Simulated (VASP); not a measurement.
Output of a VASP run:

File OSZICAR:
```
       N       E                     dE             d eps       ncg     rms          rms(c)
DAV:   1     0.569061102651E+02    0.56906E+02   -0.68598E+03   696   0.114E+03
DAV:   2    -0.940701602403E+01   -0.66313E+02   -0.58877E+02   796   0.187E+02
DAV:   3    -0.112966600100E+02   -0.18896E+01   -0.18400E+01   884   0.317E+01
DAV:   4    -0.113161603243E+02   -0.19500E-01   -0.19493E-01   812   0.367E+00
DAV:   5    -0.113164715061E+02   -0.31118E-03   -0.31117E-03   864   0.506E-01    0.840E+00
DAV:   6    -0.109319727667E+02    0.38450E+00   -0.20345E+00   796   0.143E+01    0.216E+00
DAV:   7    -0.108650329371E+02    0.66940E-01   -0.16731E-01   780   0.414E+00    0.170E+00
DAV:   8    -0.108423710572E+02    0.22662E-01   -0.35917E-02   804   0.206E+00    0.231E-01
DAV:   9    -0.108427230597E+02   -0.35200E-03   -0.16656E-03   800   0.395E-01    0.164E-01
DAV:  10    -0.108429088022E+02   -0.18574E-03   -0.39118E-04   800   0.182E-01    0.171E-02
DAV:  11    -0.108429062204E+02    0.25818E-05   -0.17470E-05   872   0.458E-02    0.923E-03
DAV:  12    -0.108429068571E+02   -0.63672E-06   -0.23919E-06   748   0.135E-02
   1 F= -.10842907E+02 E0= -.10843052E+02  d E =-.108429E+02
       N       E                     dE             d eps       ncg     rms          rms(c)
DAV:   1    -0.112341166631E+02   -0.39121E+00   -0.57312E+00   768   0.252E+01    0.387E+00
DAV:   2    -0.108623787039E+02    0.37174E+00   -0.20451E+00   760   0.152E+01    0.119E+00
DAV:   3    -0.108433670221E+02    0.19012E-01   -0.91457E-02   736   0.315E+00    0.572E-01
DAV:   4    -0.108407210118E+02    0.26460E-02   -0.81053E-03   756   0.537E-01    0.136E-01
DAV:   5    -0.108407377699E+02   -0.16758E-04   -0.83393E-04   792   0.289E-01    0.828E-02
DAV:   6    -0.108407447001E+02   -0.69302E-05   -0.18708E-04   768   0.129E-01    0.163E-02
DAV:   7    -0.108407466453E+02   -0.19453E-05   -0.75354E-06   832   0.281E-02    0.515E-03
DAV:   8    -0.108407462452E+02    0.40012E-06   -0.14712E-06   452   0.108E-02
   2 F= -.10840746E+02 E0= -.10840648E+02  d E =0.216061E-02
       N       E                     dE             d eps       ncg     rms          rms(c)
DAV:   1    -0.109677379403E+02   -0.12699E+00   -0.15930E+00   772   0.133E+01    0.219E+00
DAV:   2    -0.108642684443E+02    0.10347E+00   -0.64330E-01   768   0.824E+00    0.641E-01
DAV:   3    -0.108558757575E+02    0.83927E-02   -0.34256E-02   736   0.200E+00    0.171E-01
DAV:   4    -0.108552177476E+02    0.65801E-03   -0.35046E-03   760   0.364E-01    0.539E-02
DAV:   5    -0.108551709517E+02    0.46796E-04   -0.49868E-04   772   0.228E-01    0.350E-02
DAV:   6    -0.108551831984E+02   -0.12247E-04   -0.59983E-05   764   0.721E-02    0.721E-03
DAV:   7    -0.108551824708E+02    0.72752E-06   -0.43003E-06   756   0.204E-02
   3 F= -.10855182E+02 E0= -.10855209E+02  d E =-.122756E-01
```

### OUTCAR
```
------------------------ aborting loop because EDIFF is reached ----------------------------------------
  FORCE on cell =-STRESS in cart. coord.  units (eV):
  Direction    XX          YY          ZZ          XY          YZ          ZX
  --------------------------------------------------------------------------------------
  Total        0.0048610      0.0048610      0.0048610      0.0000000      0.0000000      0.0000000
  in kB        0.1485315      0.1485315      0.1485315      0.0000000      0.0000000      0.0000000
  external PRESSURE =       0.1485315 kB  Pullay stress =       0.0000000 kB
  volume of cell :       52.43
      direct lattice vectors                 reciprocal lattice vectors
    -0.000000000  2.970721124  2.970721124    -0.168309302  0.168309302  0.168309302
     2.970721124  0.000000000  2.970721124     0.168309302 -0.168309302  0.168309302
     2.970721124  2.970721124 -0.000000000     0.168309302  0.168309302 -0.168309302
 POSITION                                       TOTAL-FORCE (eV/Angst)
 -----------------------------------------------------------------------------------
      1.48536      1.48536      1.48536         0.000000      0.000000      0.000000
      4.45608      4.45608      4.45608        -0.000000     -0.000000     -0.000000
      0.00000      0.00000     -0.00000        -0.000000     -0.000000      0.000000
 -----------------------------------------------------------------------------------
    total drift:                                0.000000     -0.000000      0.000000
  FREE ENERGIE OF THE ION-ELECTRON SYSTEM (eV)
  ---------------------------------------------------
  free  energy   TOTEN  =       -10.8551824708 eV

  energy  without entropy=      -10.8552615903  energy(sigma->0) =      -10.85520884

 reached required accuracy - stopping structural energy minimisation
```
(Selected blocks of OUTCAR.)

### POSCAR
```
PtAl2
1
   -0.0000000000     2.9471084780     2.9471084780
    2.9471084780    -0.0000000000     2.9471084780
    2.9471084780     2.9471084780    -0.0000000000
Al Pt
2 1
Direct
  0.2500000000   0.2500000000   0.2500000000
  0.7500000000   0.7500000000   0.7500000000
  0.0000000000   0.0000000000   0.0000000000
```

### Question
Write an INCAR and KPOINTS that could have produced this output.

### Answer
Several could match; the one computed here: the input of the run itself, optB88-vdW, plane waves, VASP's PBE PAW potentials (set 64).

KPOINTS:
```
Automatic mesh
0
Gamma
8 8 8
0 0 0
```

**INCAR**
```
SYSTEM = PtAl2
PREC = Accurate; ENCUT = 520; LREAL = .False.
LASPH = .True.
EDIFF = 1E-6; NELM = 100; ALGO = Normal
LMAXMIX = 6
ISMEAR = 1; SIGMA = 0.1
GGA = BO; LUSE_VDW = .True.; AGGAC = 0.0
PARAM1 = 0.1833333333; PARAM2 = 0.22
IBRION = 2; NSW = 60; ISIF = 3
EDIFFG = -0.02
LWAVE = .False.; LCHARG = .False.
```

POTCAR, in this order: Al Pt (PBE.64 set). Program: vasp_std.

Energy and stress use the plane-wave basis of the starting cell.

The compound is PtAl2 in the fluorite structure. This run relaxes it. Symmetry was kept, so distortions that lower it aren't found. The start is the result of an earlier pass.
